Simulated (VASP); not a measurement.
Method: PBEsol GGA, VASP's PBE PAW potentials (set 64) (plane waves; VASP 6.6.1).

Input for VASP

### INCAR
```
SYSTEM = PbO
PREC = Accurate
ENCUT = 520
EDIFF = 1E-6
NELM = 100
ALGO = Normal
LREAL = .FALSE.
LASPH = .TRUE.
ISMEAR = 0
SIGMA = 0.05
GGA = PS
LMAXMIX = 4
LWAVE = .FALSE.
LCHARG = .FALSE.
IBRION = 2
ISIF = 3
NSW = 60
EDIFFG = -0.02
```

File KPOINTS:
```
kpoints
0
G
  4 4 4
```

POSCAR:
```
PbO
1.0
  5.4559855079   0.0000000000   0.0000000000
  0.0000000000   5.9143454781   0.0000000000
  0.0000000000   0.0000000000   4.7566356811
Pb O
4 4
Cart
  2.6517484969   1.5889940934   3.8095538194
  2.8042370110   4.3253513847   1.4312359788
  0.0762442570   1.5889940934   1.4312359788
  5.3797412509   4.3253513847   3.8095538194
  0.4578950667   2.1585046286   3.8939603652
  4.9980904412   3.7558408495   1.5156425247
  2.2700976873   2.1585046286   1.5156425247
  3.1858878206   3.7558408495   3.8939603652
```

POTCAR, in this order: Pb_d O (PBE.64 set). Program: vasp_std.

Output

### OSZICAR
```
...
DAV:   2    -0.456368525920E+02   -0.30327E-02   -0.38609E-02  3880   0.150E+00    0.108E-01
DAV:   3    -0.456366232318E+02    0.22936E-03   -0.77480E-04  3784   0.201E-01    0.569E-02
DAV:   4    -0.456365215136E+02    0.10172E-03   -0.22114E-04  3720   0.137E-01    0.889E-03
DAV:   5    -0.456365265661E+02   -0.50525E-05   -0.65662E-05  2952   0.751E-02    0.635E-03
DAV:   6    -0.456365264232E+02    0.14295E-06   -0.18180E-06  1984   0.117E-02
  14 F= -.45636526E+02 E0= -.45636526E+02  d E =-.101076E-02
       N       E                     dE             d eps       ncg     rms          rms(c)
DAV:   1    -0.456254716008E+02    0.11055E-01   -0.36000E+00  2592   0.978E+00    0.421E-01
DAV:   2    -0.456375101895E+02   -0.12039E-01   -0.15331E-01  3856   0.298E+00    0.215E-01
DAV:   3    -0.456366028753E+02    0.90731E-03   -0.32335E-03  3792   0.407E-01    0.113E-01
DAV:   4    -0.456362078314E+02    0.39504E-03   -0.88625E-04  3720   0.276E-01    0.182E-02
DAV:   5    -0.456362278172E+02   -0.19986E-04   -0.26307E-04  3048   0.154E-01    0.127E-02
DAV:   6    -0.456362275290E+02    0.28819E-06   -0.10305E-05  3240   0.244E-02    0.824E-03
DAV:   7    -0.456362269647E+02    0.56434E-06   -0.30609E-06  2048   0.145E-02
  15 F= -.45636227E+02 E0= -.45636227E+02  d E =-.711301E-03
       N       E                     dE             d eps       ncg     rms          rms(c)
DAV:   1    -0.456316787121E+02    0.45488E-02   -0.16188E+00  2592   0.652E+00    0.286E-01
DAV:   2    -0.456372038214E+02   -0.55251E-02   -0.70280E-02  3856   0.202E+00    0.146E-01
DAV:   3    -0.456367998270E+02    0.40399E-03   -0.14341E-03  3888   0.276E-01    0.781E-02
DAV:   4    -0.456366087767E+02    0.19105E-03   -0.38729E-04  3656   0.179E-01    0.115E-02
DAV:   5    -0.456366191900E+02   -0.10413E-04   -0.11976E-04  2912   0.966E-02    0.904E-03
DAV:   6    -0.456366189758E+02    0.21426E-06   -0.35707E-06  2320   0.161E-02
  16 F= -.45636619E+02 E0= -.45636619E+02  d E =-.110331E-02
       N       E                     dE             d eps       ncg     rms          rms(c)
DAV:   1    -0.456368248534E+02   -0.20566E-03   -0.56864E-02  2664   0.124E+00    0.704E-02
DAV:   2    -0.456369556490E+02   -0.13080E-03   -0.26654E-03  3928   0.399E-01    0.391E-02
DAV:   3    -0.456369047506E+02    0.50898E-04   -0.79412E-05  3936   0.890E-02    0.149E-02
DAV:   4    -0.456368982876E+02    0.64629E-05   -0.32085E-05  3704   0.459E-02    0.328E-03
DAV:   5    -0.456368988297E+02   -0.54211E-06   -0.60646E-06  2688   0.266E-02
  17 F= -.45636899E+02 E0= -.45636899E+02  d E =-.279854E-03
       N       E                     dE             d eps       ncg     rms          rms(c)
DAV:   1    -0.456368401521E+02    0.58136E-04   -0.51235E-01  2656   0.372E+00    0.211E-01
DAV:   2    -0.456380307021E+02   -0.11905E-02   -0.24134E-02  3928   0.120E+00    0.117E-01
DAV:   3    -0.456375751492E+02    0.45555E-03   -0.71173E-04  3944   0.263E-01    0.450E-02
DAV:   4    -0.456375128396E+02    0.62310E-04   -0.28323E-04  3736   0.137E-01    0.964E-03
DAV:   5    -0.456375168881E+02   -0.40485E-05   -0.55876E-05  2904   0.796E-02    0.627E-03
DAV:   6    -0.456375168357E+02    0.52400E-07   -0.15151E-06  1816   0.127E-02
  18 F= -.45637517E+02 E0= -.45637517E+02  d E =-.897860E-03
       N       E                     dE             d eps       ncg     rms          rms(c)
DAV:   1    -0.456350292861E+02    0.24876E-02   -0.20487E+00  2656   0.741E+00    0.423E-01
DAV:   2    -0.456397942604E+02   -0.47650E-02   -0.96803E-02  3920   0.239E+00    0.234E-01
DAV:   3    -0.456379785955E+02    0.18157E-02   -0.28516E-03  3944   0.524E-01    0.908E-02
DAV:   4    -0.456377196132E+02    0.25898E-03   -0.11110E-03  3744   0.272E-01    0.186E-02
DAV:   5    -0.456377355028E+02   -0.15890E-04   -0.22357E-04  2896   0.157E-01    0.124E-02
DAV:   6    -0.456377350188E+02    0.48407E-06   -0.93446E-06  3536   0.256E-02
  19 F= -.45637735E+02 E0= -.45637735E+02  d E =-.111604E-02
       N       E                     dE             d eps       ncg     rms          rms(c)
DAV:   1    -0.456374933249E+02    0.24218E-03   -0.24349E-01  2680   0.258E+00    0.145E-01
DAV:   2    -0.456380584290E+02   -0.56510E-03   -0.11399E-02  3928   0.820E-01    0.807E-02
DAV:   3    -0.456378394808E+02    0.21895E-03   -0.34189E-04  3944   0.183E-01    0.300E-02
DAV:   4    -0.456378117811E+02    0.27700E-04   -0.13616E-04  3744   0.941E-02    0.684E-03
DAV:   5    -0.456378127369E+02   -0.95581E-06   -0.24602E-05  2960   0.542E-02    0.416E-03
DAV:   6    -0.456378123841E+02    0.35281E-06   -0.61503E-07  1664   0.839E-03
  20 F= -.45637812E+02 E0= -.45637812E+02  d E =-.119341E-02
       N       E                     dE             d eps       ncg     rms          rms(c)
DAV:   1    -0.456384037553E+02   -0.59102E-03   -0.85041E-02  3672   0.184E+00    0.127E-01
DAV:   2    -0.456381259062E+02    0.27785E-03   -0.21059E-03  4008   0.386E-01    0.396E-02
DAV:   3    -0.456380733397E+02    0.52567E-04   -0.13825E-04  3360   0.163E-01    0.152E-02
DAV:   4    -0.456380655115E+02    0.78282E-05   -0.47313E-05  3624   0.684E-02    0.498E-03
DAV:   5    -0.456380645556E+02    0.95587E-06   -0.83016E-06  3400   0.299E-02
  21 F= -.45638065E+02 E0= -.45638065E+02  d E =-.252172E-03
       N       E                     dE             d eps       ncg     rms          rms(c)
DAV:   1    -0.456414399339E+02   -0.33744E-02   -0.76786E-01  3664   0.556E+00    0.379E-01
DAV:   2    -0.456389400959E+02    0.24998E-02   -0.18738E-02  3992   0.115E+00    0.118E-01
DAV:   3    -0.456384709703E+02    0.46913E-03   -0.12470E-03  3368   0.489E-01    0.453E-02
DAV:   4    -0.456384110617E+02    0.59909E-04   -0.42035E-04  3624   0.205E-01    0.149E-02
DAV:   5    -0.456384105720E+02    0.48966E-06   -0.75606E-05  3776   0.893E-02    0.757E-03
DAV:   6    -0.456384086070E+02    0.19651E-05   -0.10348E-05  3424   0.407E-02    0.310E-03
DAV:   7    -0.456384081271E+02    0.47989E-06   -0.15384E-06  1688   0.126E-02
  22 F= -.45638408E+02 E0= -.45638408E+02  d E =-.595743E-03
       N       E                     dE             d eps       ncg     rms          rms(c)
DAV:   1    -0.456384303670E+02   -0.21760E-04   -0.55037E-03  3624   0.462E-01    0.317E-02
DAV:   2    -0.456384138247E+02    0.16542E-04   -0.13552E-04  4040   0.974E-02    0.988E-03
DAV:   3    -0.456384104861E+02    0.33386E-05   -0.84373E-06  2968   0.405E-02    0.377E-03
DAV:   4    -0.456384096478E+02    0.83830E-06   -0.25246E-06  1768   0.175E-02
  23 F= -.45638410E+02 E0= -.45638410E+02  d E =-.597264E-03
       N       E                     dE             d eps       ncg     rms          rms(c)
DAV:   1    -0.456384004246E+02    0.10062E-04   -0.35461E-02  2800   0.867E-01    0.309E-02
DAV:   2    -0.456385277856E+02   -0.12736E-03   -0.14503E-03  3952   0.280E-01    0.173E-02
DAV:   3    -0.456385210657E+02    0.67198E-05   -0.19001E-05  3952   0.409E-02    0.934E-03
DAV:   4    -0.456385184813E+02    0.25844E-05   -0.83192E-06  3488   0.335E-02    0.194E-03
DAV:   5    -0.456385183304E+02    0.15086E-06   -0.21060E-06  1648   0.160E-02
  24 F= -.45638518E+02 E0= -.45638518E+02  d E =-.108683E-03
       N       E                     dE             d eps       ncg     rms          rms(c)
DAV:   1    -0.456384826184E+02    0.35863E-04   -0.30660E-02  2792   0.805E-01    0.289E-02
DAV:   2    -0.456385915112E+02   -0.10889E-03   -0.12425E-03  3960   0.261E-01    0.158E-02
DAV:   3    -0.456385858610E+02    0.56502E-05   -0.16167E-05  3904   0.378E-02    0.849E-03
DAV:   4    -0.456385837268E+02    0.21341E-05   -0.67923E-06  3120   0.303E-02    0.174E-03
DAV:   5    -0.456385835738E+02    0.15307E-06   -0.17909E-06  1504   0.151E-02
  25 F= -.45638584E+02 E0= -.45638584E+02  d E =-.173926E-03
```

### OUTCAR
```
------------------------ aborting loop because EDIFF is reached ----------------------------------------
  FORCE on cell =-STRESS in cart. coord.  units (eV):
  Direction    XX          YY          ZZ          XY          YZ          ZX
  --------------------------------------------------------------------------------------
  Total       -0.0159465     -0.0142730      0.0841287      0.0000000      0.0000000      0.0000000
  in kB       -0.1663676     -0.1489079      0.8777005      0.0000000      0.0000000      0.0000000
  external PRESSURE =       0.1874750 kB  Pullay stress =       0.0000000 kB
  volume of cell :      153.57
      direct lattice vectors                 reciprocal lattice vectors
     5.518691359  0.000000000  0.000000000     0.181202378  0.000000000  0.000000000
     0.000000000  5.907453867  0.000000000     0.000000000  0.169277666  0.000000000
     0.000000000  0.000000000  4.710553126     0.000000000  0.000000000  0.212289295
 POSITION                                       TOTAL-FORCE (eV/Angst)
 -----------------------------------------------------------------------------------
      2.70233      1.59043      3.81444        -0.006392      0.013048     -0.000143
      2.81636      4.31703      1.45916         0.006392     -0.013048     -0.000143
      0.05702      1.59043      1.45916         0.006392      0.013048     -0.000143
      5.46167      4.31703      3.81444        -0.006392     -0.013048     -0.000143
      0.50292      2.14575      3.81444         0.001351     -0.001499      0.000143
      5.01577      3.76170      1.45917        -0.001351      0.001499      0.000143
      2.25642      2.14575      1.45917        -0.001351     -0.001499      0.000143
      3.26227      3.76170      3.81444         0.001351      0.001499      0.000143
 -----------------------------------------------------------------------------------
    total drift:                               -0.000000      0.000000      0.001201
  FREE ENERGIE OF THE ION-ELECTRON SYSTEM (eV)
  ---------------------------------------------------
  free  energy   TOTEN  =       -45.6385835738 eV

  energy  without entropy=      -45.6385835738  energy(sigma->0) =      -45.63858357

 reached required accuracy - stopping structural energy minimisation
```
(Selected blocks of OUTCAR.)

**CONTCAR**
```
PbO
   1.00000000000000
     5.5186913587508988    0.0000000000000000    0.0000000000000000
     0.0000000000000000    5.9074538674466863    0.0000000000000000
     0.0000000000000000    0.0000000000000000    4.7105531255011890
  Pb              O
     4     4
Direct
     0.4896680927393546    0.2692238652437255    0.8097643261292612
     0.5103319072606455    0.7307761347562747    0.3097643261292616
     0.0103319072606454    0.2692238652437255    0.3097643261292616
     0.9896680927393545    0.7307761347562747    0.8097643261292612
     0.0911306586255119    0.3632282681860230    0.8097656738707434
     0.9088693413744882    0.6367717318139771    0.3097656738707430
     0.4088693413744880    0.3632282681860230    0.3097656738707430
     0.5911306586255118    0.6367717318139771    0.8097656738707434
```

Without a dispersion term in the relaxation, distances and binding between the weakly bound layers, chains or molecules are unreliable, and so is what depends on them.

The structure comes from a computed database's PbO entry (Pca2_1); how it stands against other phases isn't given here. This run relaxes it. It ends in space group Pbcm. Symmetry was kept, so distortions that lower it aren't found. The start is the result of an earlier pass.
